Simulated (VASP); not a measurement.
# PC2 (P6_3/mmc) in VASP: reference runs

How does PC2 come out in PBE? The cell is run as given.

All numbers are computed with VASP 6.6.1; they aren't measurements. Logs are shortened: lines on timing, memory, paths and dates and some standing lists are left out, and cuts for length are marked.

## Step 1: The structure

It takes space group P6_3/mmc (No. 194, hexagonal). Conventional cell: a = 2.852 Å, b = 2.852 Å, c = 7.029 Å, α = 90.00°, β = 90.00°, γ = 120.00°. P (site symmetry -3m) has 6 C at 1.95 Å as nearest neighbours. C (site symmetry 3m) has 1 C at 1.42 Å as nearest neighbours.

The cell was built by a generator and needn't be a form met in nature.

## Step 2: Single point, PBE

INCAR

```
SYSTEM = PC2
ALGO     = Normal         ! electronic algorithm
EDIFF    = 1E-7           ! SCF threshold, eV
ENCUT    = 520            ! plane-wave cutoff, eV
GGA      = PE             ! functional
ISIF     = 2              ! what is computed and relaxed
ISMEAR   = -1             ! smearing method
LASPH    = .TRUE.         ! aspherical terms in the spheres
LCHARG   = .TRUE.         ! write CHGCAR
LELF     = .TRUE.         ! ELF
LREAL    = .FALSE.        ! projectors in reciprocal space
LVHAR    = .TRUE.       
LWAVE    = .FALSE.        ! write WAVECAR
NBANDS   = 22             ! bands
NELM     = 100            ! most SCF steps
PREC     = Accurate       ! precision mode
SIGMA    = 0.05           ! smearing width, eV
```

KPOINTS

```
k-points
0
G
  11 11 4
  0 0 0
```

POSCAR

```
PC2
1.0
    2.8524400000      0.0000000000      0.0000000000
   -1.4262200000      2.4702800000      0.0000000000
    0.0000000000      0.0000000000      7.0289600000
P C
2 4
Direct
    0.0000000000      0.0000000000      0.5000000000
    0.0000000000      0.0000000000      0.0000000000
    0.6666700000      0.3333300000      0.3508200000
    0.3333300000      0.6666700000      0.6491800000
    0.3333300000      0.6666700000      0.8508200000
    0.6666700000      0.3333300000      0.1491800000
```

Potentials or basis: VASP PAW PBE potentials, release 64 (P, C).

Launch:

```
$ cat potpaw_PBE.64/P/POTCAR potpaw_PBE.64/C/POTCAR > POTCAR
$ mpirun -np 1 vasp_std > vasp.out
```

OUTCAR:

```text
SYSTEM = PC2
   EDIFF = 1E-7
   ENCUT = 520
   GGA = PE
   ISIF = 2
   ISMEAR = -1
   LASPH = .TRUE.
   LREAL = .FALSE.
   NELM = 100
   PREC = Accurate

 ion  position               nearest neighbor table
   1  0.000  0.000  0.500-   3 1.95   4 1.95   4 1.95   3 1.95   3 1.95   4 1.95
   2  0.000  0.000  0.000-   5 1.95   6 1.95   5 1.95   6 1.95   6 1.95   5 1.95
   3  0.667  0.333  0.351-   6 1.42   1 1.95   1 1.95   1 1.95
   4  0.333  0.667  0.649-   5 1.42   1 1.95   1 1.95   1 1.95
   5  0.333  0.667  0.851-   4 1.42   2 1.95   2 1.95   2 1.95
   6  0.667  0.333  0.149-   3 1.42   2 1.95   2 1.95   2 1.95

  LATTYP: Found a hexagonal cell.
 ALAT       =     2.8524400000
 C/A-ratio  =     2.4641920601

  Lattice vectors:

 A1 = (   2.8524400000,   0.0000000000,   0.0000000000)
 A2 = (  -1.4262200000,   2.4702800000,   0.0000000000)
 A3 = (   0.0000000000,   0.0000000000,   7.0289600000)

Analysis of symmetry for initial positions (statically):
=====================================================================
 Subroutine PRICEL returns:
 Original cell was already a primitive cell.

 Routine SETGRP: Setting up the symmetry group for a
 hexagonal supercell.

 Subroutine GETGRP returns: Found  8 space group operations
 (whereof  4 operations were pure point group operations)
 out of a pool of 24 trial point group operations.

The static configuration has the point symmetry C_2h.
 The point group associated with its full space group is D_2h.

Analysis of symmetry for dynamics (positions and initial velocities):
=====================================================================
 Subroutine PRICEL returns:
 Original cell was already a primitive cell.

 Routine SETGRP: Setting up the symmetry group for a
 hexagonal supercell.

 Subroutine GETGRP returns: Found  8 space group operations
 (whereof  4 operations were pure point group operations)
 out of a pool of 24 trial point group operations.

The dynamic configuration has the point symmetry C_2h.
 The point group associated with its full space group is D_2h.

 Subroutine INISYM returns: Found  8 space group operations
 (whereof  4 operations are pure point group operations),
 and found     1 'primitive' translations

----------------------------------------------------------------------------------------

                                     Primitive cell

  volume of cell :      49.5283

  direct lattice vectors                    reciprocal lattice vectors
     2.852440000  0.000000000  0.000000000     0.350577050  0.202406205  0.000000000
    -1.426220000  2.470280000  0.000000000     0.000000000  0.404812410  0.000000000
     0.000000000  0.000000000  7.028960000     0.000000000  0.000000000  0.142268558

  length of vectors
     2.852440000  2.852435234  7.028960000     0.404811734  0.404812410  0.142268558

  position of ions in fractional coordinates (direct lattice)
     0.000000000  0.000000000  0.500000000
     0.000000000  0.000000000  0.000000000
     0.666670000  0.333330000  0.350820000
     0.333330000  0.666670000  0.649180000
     0.333330000  0.666670000  0.850820000
     0.666670000  0.333330000  0.149180000

  ion indices of the primitive-cell ions
   primitive index   ion index
                 1           1
                 2           2
                 3           3
                 4           4
                 5           5
                 6           6

----------------------------------------------------------------------------------------

 KPOINTS: k-points

Automatic generation of k-mesh.
 Grid dimensions read from file:
 generate k-points for:   11   11    4

 Generating k-lattice:

  Cartesian coordinates                     Fractional coordinates (reciprocal lattice)
     0.031870641  0.018400564  0.000000000     0.090909091  0.000000000  0.000000000
     0.000000000  0.036801128  0.000000000     0.000000000  0.090909091  0.000000000
     0.000000000  0.000000000  0.035567139     0.000000000  0.000000000  0.250000000

  Length of vectors
     0.036801067  0.036801128  0.035567139

  Shift w.r.t. Gamma in fractional coordinates (k-lattice)
     0.000000000  0.000000000  0.000000000

 Subroutine IBZKPT returns following result:
 ===========================================

 Found    108 irreducible k-points:

 Following reciprocal coordinates:
            Coordinates               Weight
  0.000000  0.000000  0.000000      1.000000
  0.090909  0.000000  0.000000      4.000000
 -0.090909  0.090909  0.000000      2.000000
  0.181818  0.000000  0.000000      4.000000
 -0.181818  0.181818  0.000000      2.000000
  0.272727  0.000000  0.000000      4.000000
[... 16 lines left out ...]
  0.454545  0.090909  0.000000      4.000000
  0.454545  0.454545  0.000000      2.000000
 [... further k-points ...]
   k-points           NKPTS =    108   k-points in BZ     NKDIM =    108   number of bands    NBANDS=     22
   number of dos      NEDOS =    301   number of ions     NIONS =      6
   total plane-waves  NPLWV =  31104
   dimension x,y,z NGX =    24 NGY =   24 NGZ =   54
   dimension x,y,z NGXF=    48 NGYF=   48 NGZF=  108
   ions per type =               2   4
   NGX,Y,Z   is equivalent  to a cutoff of  13.99, 13.99, 12.77 a.u.
   NGXF,Y,Z  is equivalent  to a cutoff of  27.98, 27.98, 25.54 a.u.
 SYSTEM =  PC2
   PREC   = accura    normal or accurate (medium, high low for compatibility)
   ISTART =      0    job   : 0-new  1-cont  2-samecut
   ICHARG =      2    charge: 1-file 2-atom 10-const
   ISPIN  =      1    spin polarized calculation?
   LNONCOLLINEAR =      F non collinear calculations
   LSORBIT =      F    spin-orbit coupling
   LASPH  =      T    aspherical Exc in radial PAW
   ENCUT  =  520.0 eV  38.22 Ry    6.18 a.u.   5.30  5.30 13.07*2*pi/ulx,y,z
   NELM   =    100;   NELMIN=  2; NELMDL= -5     # of ELM steps
   EDIFF  = 0.1E-06   stopping-criterion for ELM
   LREAL  =      F    real-space projection
   EDIFFG = 0.1E-05   stopping-criterion for IOM
   NSW    =      0    number of steps for IOM
   IBRION =     -1    ionic relax: 0-MD 1-quasi-New 2-CG
   NFREE  =      0    steps in history (QN), initial steepest desc. (CG)
   ISIF   =      2    stress and relaxation
   ISYM   =      2    0-nonsym 1-usesym 2-fastsym
   POTIM  = 0.5000    time-step for ionic-motion
   TEBEG  =    0.0;   TEEND  =   0.0 temperature during run
   PSTRESS=    0.0 pullay stress
   NELECT =      26.0000    total number of electrons
   NUPDOWN=      -1.0000    fix difference up-down
   EMIN   =  10.00;   EMAX   =-10.00  energy-range for DOS
   EFERMI =   0.00;   METHOD = LEGACY
   ISMEAR =    -1;   SIGMA  =   0.05  broadening in eV -4-tet -1-fermi 0-gaus
   EFERMI_NEDOS =   21; number of points for ismear=-14 and -15
   IALGO  =     38    algorithm
   IMIX   =      4    mixing-type and parameters
     AMIX     =   0.40;   BMIX     =  1.00
     AMIX_MAG =   1.60;   BMIX_MAG =  1.00
  volume/ion in A,a.u.               =       8.25        55.71
  Fermi-wavevector in a.u.,A,eV,Ry     =   1.320631  2.495630 23.729447  1.744065
  Thomas-Fermi vector in A             =   2.450443
   LORBIT       =      0    0 simple, 1 ext, 2 COOP (PROOUT), +10 PAW based schemes
   GGA     = PE    functional components
[... 5 lines left out ...]
 non-spin polarized calculation
  energy-cutoff  :      520.00
  volume of cell :       49.53
 maximum number of plane-waves:      1352
 NGX is ok and might be reduce to    24
   NGX = 11   NGY = 11   NGZ = 27

 number of electron      26.0000000 magnetization

 Free energy of the ion-electron system (eV)
  ---------------------------------------------------
  ext. energy  EPLUGINS =         0.00000000
  ---------------------------------------------------
  free energy    TOTEN  =       -43.14263427 eV

  energy without entropy =      -43.12657790  energy(sigma->0) =      -43.13460608

 E-fermi :  10.1285     XC(G=0): -12.3417

 val. band max:       10.1082895459   @ k =   0.4545   0.3636   0.2500
 cond. band min:      10.2577738564   @ k =   0.3636  -0.0000   0.5000
 fundamental gap:      0.1494843105
 Fermi energy:        10.1285499762

 k-point     1 :       0.0000    0.0000    0.0000
  band No.  band energies     occupation
      1      -9.4504      2.00000
      2      -7.6841      2.00000
      3      -6.0971      2.00000
      4      -0.4959      2.00000
      5       0.6200      2.00000
      6       6.5357      2.00000
[... 14 lines left out ...]
     21      17.2688      0.00000
     22      18.7474      0.00000

 k-point     2 :       0.0909    0.0000    0.0000
  band No.  band energies     occupation
      1      -9.2805      2.00000
      2      -7.5043      2.00000
      3      -5.9652      2.00000
      4      -0.4184      2.00000
      5       0.7453      2.00000
      6       6.2884      2.00000
[... 14 lines left out ...]
     21      17.4455      0.00000
     22      18.8851      0.00000

 k-point     3 :      -0.0909    0.0909    0.0000
  band No.  band energies     occupation
      1      -9.2805      2.00000
      2      -7.5043      2.00000
      3      -5.9652      2.00000
      4      -0.4184      2.00000
      5       0.7453      2.00000
      6       6.2884      2.00000
[... 14 lines left out ...]
     21      17.4455      0.00000
     22      18.8822      0.00000

 k-point     4 :       0.1818    0.0000    0.0000
  band No.  band energies     occupation
      1      -8.7745      2.00000
      2      -6.9667      2.00000
      3      -5.5831      2.00000
      4      -0.2297      2.00000
      5       1.0903      2.00000
      6       4.3720      2.00000
[... 14 lines left out ...]
     21      18.7807      0.00000
     22      19.4674      0.00000

 k-point     5 :      -0.1818    0.1818    0.0000
  band No.  band energies     occupation
      1      -8.7745      2.00000
      2      -6.9667      2.00000
      3      -5.5831      2.00000
      4      -0.2297      2.00000
      5       1.0903      2.00000
      6       4.3720      2.00000
[... 14 lines left out ...]
     21      18.7807      0.00000
     22      19.4763      0.00000

 k-point     6 :       0.2727    0.0000    0.0000
  band No.  band energies     occupation
      1      -7.9464      2.00000
      2      -6.0767      2.00000
      3      -5.0067      2.00000
      4      -0.1332      2.00000
      5       1.4174      2.00000
      6       2.2451      2.00000
[... 14 lines left out ...]
     21      19.6011      0.00000
     22      20.8571      0.00000

 k-point     7 :      -0.2727    0.2727    0.0000
  band No.  band energies     occupation
      1      -7.9464      2.00000
      2      -6.0767      2.00000
      3      -5.0067      2.00000
      4      -0.1332      2.00000
      5       1.4174      2.00000
      6       2.2450      2.00000
[... 324 lines left out ...]
      6       0.6171      2.00000
[... 14 lines left out ...]
     21      20.1895      0.00000
     22      20.6668      0.00000

 k-point    21 :      -0.0909    0.4545    0.0000
  band No.  band energies     occupation
      1      -6.0807      2.00000
      2      -4.2207      2.00000
      3      -3.9775      2.00000
      4      -1.2579      2.00000
      5      -0.3524      2.00000
      6       0.6171      2.00000
[... 14 lines left out ...]
     21      20.1895      0.00000
     22      20.6669      0.00000

 k-point    22 :      -0.4545    0.3636    0.0000
  band No.  band energies     occupation
      1      -6.0807      2.00000
      2      -4.2207      2.00000
      3      -3.9775      2.00000
      4      -1.2580      2.00000
      5      -0.3524      2.00000
      6       0.6171      2.00000
[... 14 lines left out ...]
     21      20.1895      0.00000
     22      20.6672      0.00000

 k-point    23 :       0.4545    0.0909    0.0000
  band No.  band energies     occupation
      1      -4.9227      2.00000
      2      -4.7026      2.00000
      3      -2.3861      2.00000
      4      -2.1644      2.00000
      5      -1.7295      2.00000
      6       0.2923      2.00000
[... 14 lines left out ...]
     21      20.4039      0.00000
     22      20.5445      0.00000

 k-point    24 :       0.4545    0.4545    0.0000
  band No.  band energies     occupation
      1      -4.9228      2.00000
      2      -4.7025      2.00000
      3      -2.3860      2.00000
      4      -2.1645      2.00000
      5      -1.7296      2.00000
      6       0.2923      2.00000
[... 14 lines left out ...]
     21      20.4039      0.00000
     22      20.5448      0.00000

 [... further k-points ...]

------------------------ aborting loop because EDIFF is reached ----------------------------------------

  FORCE on cell =-STRESS in cart. coord.  units (eV):
  Direction    XX          YY          ZZ          XY          YZ          ZX
  --------------------------------------------------------------------------------------
  -------------------------------------------------------------------------------------
  Total        0.0285604      0.0284652     -0.3015753     -0.0000823      0.0000000      0.0000000
  in kB        0.9238902      0.9208129     -9.7555698     -0.0026614      0.0000000      0.0000000
  external PRESSURE =      -2.6369556 kB  Pullay stress =       0.0000000 kB

 VOLUME and BASIS-vectors are now :
 -----------------------------------------------------------------------------
  energy-cutoff  :      520.00
  volume of cell :       49.53
      direct lattice vectors                 reciprocal lattice vectors
     2.852440000  0.000000000  0.000000000     0.350577050  0.202406205  0.000000000
    -1.426220000  2.470280000  0.000000000     0.000000000  0.404812410  0.000000000
     0.000000000  0.000000000  7.028960000     0.000000000  0.000000000  0.142268558

 POSITION                                       TOTAL-FORCE (eV/Angst)
 -----------------------------------------------------------------------------------
      0.00000      0.00000      3.51448         0.000000      0.000000      0.000000
      0.00000      0.00000      0.00000         0.000000      0.000000      0.000000
      1.42623      0.82342      2.46590        -0.000077      0.000044      0.042388
     -0.00001      1.64686      4.56306         0.000077     -0.000044     -0.042388
     -0.00001      1.64686      5.98038         0.000077     -0.000044      0.042388
      1.42623      0.82342      1.04858        -0.000077      0.000044     -0.042388
 -----------------------------------------------------------------------------------
    total drift:                                0.000000      0.000000      0.000000

  FREE ENERGIE OF THE ION-ELECTRON SYSTEM (eV)
  ---------------------------------------------------
  free  energy   TOTEN  =       -43.1426342650 eV

  energy  without entropy=      -43.1265779028  energy(sigma->0) =      -43.13460608
```

Wall time 68 s (1 thread of Intel Xeon Platinum 8488C (Sapphire Rapids), shared host); peak memory 0.22 GiB.

What came out:

* Free energy: -43.1426 eV
* Pressure: -0.3 GPa
* Largest force: 0.042 eV/Å
* Band gap on the k mesh: none (metal or under the smearing width)

Forces on the atoms (eV/Å):
```
P    0.000  0.000  0.000
P    0.000  0.000  0.000
C    0.000  0.000  0.042
C    0.000  0.000 -0.042
C    0.000  0.000  0.042
C    0.000  0.000 -0.042
```

Levels at points of the mesh, in eV from the Fermi level:
| k point | band 11 | band 12 | band 13 | band 14 | band 15 | band 16 |
| --- | --- | --- | --- | --- | --- | --- |
| (0.00, 0.00, 0.00) | 0.39 | 0.39 | 1.17 | 1.17 | 5.14 | 5.16 |
| (0.00, 0.00, 0.50) | 0.68 | 0.68 | 0.68 | 0.68 | 5.23 | 5.23 |
